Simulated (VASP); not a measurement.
C:

```
C
1.0
     2.46100    0.00000    0.00000
    -1.23050    2.13129    0.00000
     0.00000    0.00000    9.39120
C
4
Direct
  0.00000 0.00000 0.25000
  0.33333 0.66667 0.25000
  0.00000 0.00000 0.75000
  0.66667 0.33333 0.75000
```

The cell was built by a generator and needn't be a form met in nature.

Base run:

```yaml
Program: VASP 6.6.1
Functional: vdW-DF2
Potentials_or_basis: VASP PAW PBE potentials, release 64 (C)
Cutoff: 520 eV
k_mesh: 16 × 16 × 4
Occupations: fermi-dirac, width 0.05 eV
Spin: no spin polarisation
```

Its results: band gap on the k mesh 1.14 eV, direct; pressure 3.3 GPa.

Question: After a change of settings the same cell gave: band gap on the k mesh 1.24 eV, direct; pressure -0.9 GPa. Which change was it?
A. functional from vdW-DF2 to vdW-DF
B. functional from vdW-DF2 to SCAN
C. functional from vdW-DF2 to r2SCAN
D. functional from vdW-DF2 to LDA; potentials or basis from VASP PAW PBE potentials, release 64 (C) to VASP PAW LDA potentials, release 64 (C)

Answer: C.

Caveats: the PAW data sets were made with another functional, which shifts forces and pressure a little.

Runs at the PBE level aren't shown here.
